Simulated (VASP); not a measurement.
Input:

```
Zn
1.0
    1.27287    -2.20468     0.00000
    1.27287     2.20468     0.00000
    0.00000     0.00000     4.52525
Zn
2
Direct
  0.33333   0.66667   0.25000
  0.66667   0.33333   0.75000
```

Calculation: PBE GGA, VASP's PBE PAW potentials (set 64) (plane waves; VASP 6.6.1). Settings: 500 eV cut-off, 16×16×8 Γ-centred mesh, first-order Methfessel-Paxton smearing of 0.10 eV, potentials Zn.

Energy and stress use the plane-wave basis of the starting cell.

The ions, cell shape and volume at an external pressure of 30.0 GPa are relaxed. Predict the relaxed structure.

```
Zn
1.0
    1.25443    -2.17274     0.00000
    1.25443     2.17274     0.00000
    0.00000     0.00000     4.41203
Zn
2
Direct
  0.33333   0.66667   0.25000
  0.66667   0.33333   0.75000
```
Space group P6_3/mmc (194), at a tolerance of 0.03 Å.

How do energy and volume change from the first to the last step?

The energy (σ→0) changes by +103.7 meV/atom and the volume by -5.3 %, in 8 ionic steps.

The compound is Zn in the hcp structure. This run relaxes it under an external pressure of 30 GPa. Symmetry was kept, so distortions that lower it aren't found.
